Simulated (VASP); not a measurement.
Method: LDA (Ceperley-Alder, Perdew-Zunger), VASP's LDA PAW potentials (set 64) (plane waves; VASP).

VASP input:

**KPOINTS**
```
Automatic mesh
0
Gamma
8 8 8
0 0 0
```

### INCAR
```
# general
SYSTEM =TiSi2
PREC   =Accurate
ENCUT  =300
LREAL  =.FALSE.
LASPH  =.TRUE.

# electronic loop
EDIFF  =1E-6
NELM   =100
ALGO   =Normal
LMAXMIX=4

# smearing
ISMEAR =0
SIGMA  =0.1

# ions
ISIF   =2

# output
LWAVE  =.FALSE.
LCHARG =.FALSE.
```

**POSCAR**
```
TiSi2
1
    1.7737540000    -6.7924000000     0.0000000000
    1.7737540000     6.7924000000     0.0000000000
    0.0000000000     0.0000000000     3.5826390000
Ti Si
2 4
Direct
  0.8968800000   0.1031200000   0.7500000000
  0.1031200000   0.8968800000   0.2500000000
  0.5582500000   0.4417500000   0.7500000000
  0.4417500000   0.5582500000   0.2500000000
  0.2496900000   0.7503100000   0.7500000000
  0.7503100000   0.2496900000   0.2500000000
```

POTCAR, in this order: Ti_sv Si (LDA.64 set). Program: vasp_std.

Output of the run:

OUTCAR:
```
 ion  position               nearest neighbor table
   1  0.897  0.103  0.750-   4 2.59   4 2.59   4 2.59   4 2.59   5 2.67   5 2.67   6 2.68   6 2.68
                             3 2.82   3 2.82
   2  0.103  0.897  0.250-   3 2.59   3 2.59   3 2.59   3 2.59   6 2.67   6 2.67   5 2.68   5 2.68
                             4 2.82   4 2.82
   3  0.558  0.442  0.750-   4 2.39   4 2.39   2 2.59   2 2.59   2 2.59   2 2.59   1 2.82   1 2.82
                             5 3.15   5 3.15
   4  0.442  0.558  0.250-   3 2.39   3 2.39   1 2.59   1 2.59   1 2.59   1 2.59   2 2.82   2 2.82
                             6 3.15   6 3.15
   5  0.250  0.750  0.750-   6 2.52   6 2.52   6 2.52   6 2.52   1 2.67   1 2.67   2 2.68   2 2.68
                             3 3.15   3 3.15
   6  0.750  0.250  0.250-   5 2.52   5 2.52   5 2.52   5 2.52   2 2.67   2 2.67   1 2.68   1 2.68
                             4 3.15   4 3.15
  LATTYP: Found a base centered orthorhombic cell.
 ALAT       =     3.5475080000
 B/A-ratio  =     3.8293923509
 C/A-ratio  =     1.0099030080
 Subroutine PRICEL returns:
 Original cell was already a primitive cell.
 Subroutine GETGRP returns: Found  8 space group operations
The static configuration has the point symmetry C_2h.
 The point group associated with its full space group is D_2h.
The dynamic configuration has the point symmetry C_2h.
 Subroutine INISYM returns: Found  8 space group operations
 Subroutine IBZKPT returns following result:
 Found    105 irreducible k-points:

 Following reciprocal coordinates:
            Coordinates               Weight
  0.000000  0.000000  0.000000      1.000000
  0.125000  0.000000  0.000000      4.000000
  0.250000  0.000000  0.000000      4.000000
  0.375000  0.000000  0.000000      4.000000
  0.500000  0.000000  0.000000      2.000000
  0.125000  0.125000  0.000000      2.000000
  0.250000  0.125000  0.000000      4.000000
  0.375000  0.125000  0.000000      4.000000
  0.500000  0.125000  0.000000      4.000000
 -0.375000  0.125000  0.000000      4.000000
 -0.250000  0.125000  0.000000      4.000000
...
```

### OSZICAR
```
       N       E                     dE             d eps       ncg     rms          rms(c)
DAV:   1     0.292583924759E+03    0.29258E+03   -0.14459E+04  5120   0.121E+03
DAV:   2    -0.887656274254E+01   -0.30146E+03   -0.29855E+03  5200   0.395E+02
DAV:   3    -0.464043052833E+02   -0.37528E+02   -0.37203E+02  9048   0.115E+02
DAV:   4    -0.487118801529E+02   -0.23076E+01   -0.23014E+01  6744   0.267E+01
DAV:   5    -0.488455173733E+02   -0.13364E+00   -0.13358E+00  8032   0.582E+00    0.183E+01
DAV:   6    -0.459288127529E+02    0.29167E+01   -0.53020E+01  7256   0.499E+01    0.800E+00
DAV:   7    -0.450127934967E+02    0.91602E+00   -0.14696E+01  6960   0.257E+01    0.540E+00
DAV:   8    -0.448912326155E+02    0.12156E+00   -0.12146E+00  6984   0.766E+00    0.882E-01
DAV:   9    -0.448858335213E+02    0.53991E-02   -0.69964E-02  7016   0.204E+00    0.521E-01
DAV:  10    -0.448859388235E+02   -0.10530E-03   -0.90087E-03  7176   0.725E-01    0.161E-01
DAV:  11    -0.448858150963E+02    0.12373E-03   -0.16943E-03  7112   0.265E-01    0.205E-02
DAV:  12    -0.448858112842E+02    0.38121E-05   -0.12532E-04  7072   0.739E-02    0.961E-03
DAV:  13    -0.448858098687E+02    0.14155E-05   -0.13354E-05  6920   0.290E-02    0.228E-03
DAV:  14    -0.448858098701E+02   -0.13797E-08   -0.31280E-07  4744   0.427E-03
   1 F= -.44885810E+02 E0= -.44882382E+02  d E =-.685631E-02
```

File OUTCAR:
```
------------------------ aborting loop because EDIFF is reached ----------------------------------------
  FORCE on cell =-STRESS in cart. coord.  units (eV):
  Direction    XX          YY          ZZ          XY          YZ          ZX
  --------------------------------------------------------------------------------------
  Total       -4.0803184     -3.7225587     -4.0244510      0.0000000      0.0000000      0.0000000
  in kB      -75.7277318    -69.0879734    -74.6908741      0.0000000      0.0000000      0.0000000
  external PRESSURE =     -73.1688598 kB  Pullay stress =       0.0000000 kB
  volume of cell :       86.33
      direct lattice vectors                 reciprocal lattice vectors
     1.773754000 -6.792400000  0.000000000     0.281888018 -0.073611684  0.000000000
     1.773754000  6.792400000  0.000000000     0.281888018  0.073611684  0.000000000
     0.000000000  0.000000000  3.582639000     0.000000000  0.000000000  0.279123853
 POSITION                                       TOTAL-FORCE (eV/Angst)
 -----------------------------------------------------------------------------------
      1.77375     -5.39154      2.68698         0.000000      0.079027      0.000000
      1.77375      5.39154      0.89566         0.000000     -0.079027     -0.000000
      1.77375     -0.79131      2.68698         0.000000     -0.061429     -0.000000
      1.77375      0.79131      0.89566         0.000000      0.061429     -0.000000
      1.77375      3.40041      2.68698         0.000000      0.004382     -0.000000
      1.77375     -3.40041      0.89566         0.000000     -0.004382     -0.000000
 -----------------------------------------------------------------------------------
    total drift:                               -0.000000     -0.000000     -0.000000
  FREE ENERGIE OF THE ION-ELECTRON SYSTEM (eV)
  ---------------------------------------------------
  free  energy   TOTEN  =       -44.8858098701 eV

  energy  without entropy=      -44.8789535578  energy(sigma->0) =      -44.88238171
```
(Selected blocks of OUTCAR.)

At this cut-off the stress carries a Pulay error, which pulls relaxed volumes low.

The structure comes from a computed database's TiSi2 entry; how it stands against other phases isn't given here. The cell was not relaxed at this level. The run is one of a series of settings (KPOINTS 8×8×8 Γ-centred mesh against the base run), some of them coarse on purpose.
